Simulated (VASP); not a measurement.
A run of VASP 6.6.1:

INCAR

```
ALGO     = Normal         # electronic algorithm
EDIFF    = 1E-7           # SCF threshold, eV
EDIFFG   = -0.005         # ionic threshold
ENCUT    = 600            # plane-wave cutoff, eV
GGA      = PE             # functional
IBRION   = 2              # ionic algorithm
ISIF     = 3              # what is computed and relaxed
ISMEAR   = 0              # smearing method
LASPH    = T              # aspherical terms in the spheres
LCHARG   = F              # write CHGCAR
LREAL    = F              # projectors in reciprocal space
LWAVE    = F              # write WAVECAR
NELM     = 80             # most SCF steps
NSW      = 90             # ionic steps
PREC     = Accurate       # precision mode
SIGMA    = 0.03           # smearing width, eV
```

Contents of KPOINTS:

```
k-points
0
Gamma
  8 8 8
```

The input POSCAR:

```
SrTiO3                                  
1.0
    3.9402048293     -0.0000000000     -0.0000000000
   -0.0000000000      3.9402048293     -0.0000000000
    0.0000000000      0.0000000000      3.9402048293
  Sr              Ti              O             
     1     1     3
Direct
     0.5000000000000000    0.5000000000000000    0.5000000000000000
     0.0000000000000000    0.0000000000000000    0.0000000000000000
     0.5000000000000000    0.0000000000000000    0.0000000000000000
     0.0000000000000000    0.5000000000000000    0.0000000000000000
     0.0000000000000000    0.0000000000000000    0.5000000000000000
```

Potentials or basis: VASP PAW PBE potentials, release 64 (Sr_sv, Ti_sv, O).

Command:

```sh
$ cat potpaw_PBE.64/Sr_sv/POTCAR potpaw_PBE.64/Ti_sv/POTCAR potpaw_PBE.64/O/POTCAR > POTCAR
$ mpirun -np 1 vasp_std > vasp.out
```

Hardware: 1 thread of Intel(R) Xeon(R) Platinum 8175M CPU @ 2.50GHz (Skylake/Cascade Lake), on a shared host.

Q: How long does it take, and how much memory?

A: It took 56 s on 1 thread of Intel(R) Xeon(R) Platinum 8175M CPU @ 2.50GHz (Skylake/Cascade Lake), on a shared host, peak memory 0.22 GiB. Counts: scf iterations 18, k points 35, ion steps 1.
